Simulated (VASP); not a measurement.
VASP runs on Ga (alpha) share one base input (PBE GGA, plane waves, VASP's PBE PAW potentials (set 64)) and change the settings named in each case.

File KPOINTS:
```
Automatic
0
G
  7 7 6
0 0 0
```

INCAR:
```
SYSTEM = Ga
PREC = Accurate; ENCUT = 400; LREAL = .False.
LASPH = .True.
EDIFF = 1E-6; NELM = 100; ALGO = Normal
LMAXMIX = 4
ISMEAR = 1; SIGMA = 0.1
GGA = PE
ISIF = 2
LWAVE = .False.; LCHARG = .False.
```

POSCAR:
```
Ga
1
    2.2600000000    -3.8300000000    -0.0000000000
    2.2600000000     3.8300000000     0.0000000000
    0.0000000000     0.0000000000     4.5300000000
Ga
4
Direct
  0.1549000000   0.8451000000   0.9190000000
  0.3451000000   0.6549000000   0.4190000000
  0.6549000000   0.3451000000   0.5810000000
  0.8451000000   0.1549000000   0.0810000000
```

POTCAR, in this order: Ga_d (PBE.64 set). Program: vasp_std.

| change | electronic steps |
|---|---|
| base run | 13 |
| ALGO = Fast | 13 |
| ALGO = VeryFast | 21 |
| ALGO = All | 15 |
| ALGO = Damped | 23 |
| ALGO = Conjugate | 15 |

Left out are runs that ran out of time, are held back, or changed the cell or the kind of run, fixed moments of cells without a moment, rows past the twelfth, gaps on odd meshes, pressures of charged cells and columns that move by less than the noise.

The compound is Ga in the alpha structure. The cell was not relaxed at this level, forces remain on its atoms.
